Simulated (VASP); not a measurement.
Consider the following.

```
CELL_PARAMETERS angstrom
      0.00000     2.54955     2.54955
      2.54955     0.00000     2.54955
      2.54955     2.54955     0.00000
ATOMIC_POSITIONS crystal
  Hf 0.00000 0.00000 0.00000
  O  0.25000 0.25000 0.25000
  O  0.75000 0.75000 0.75000
```

Computed with revPBE GGA, VASP's PBE PAW potentials (set 64) (plane waves; VASP). Settings: 520 eV cut-off, 8×8×8 Γ-centred mesh, Gaussian smearing of 0.050 eV, potentials Hf_pv O.

Task: Give the energy at these volumes per atom, relative to the lowest: 10.38, 10.71, 11.04, 11.37, 11.70 Å³.

Result: 34.4, 8.4, 0.0, 6.6, 26.0 meV/atom. A third-order Birch-Murnaghan fit gives B0 = 240 GPa and B0′ = 4.3.

The compound is HfO2 in the fluorite structure, the high-temperature cubic form, which is unstable at 0 K; the monoclinic form is the stable one. It was relaxed first.
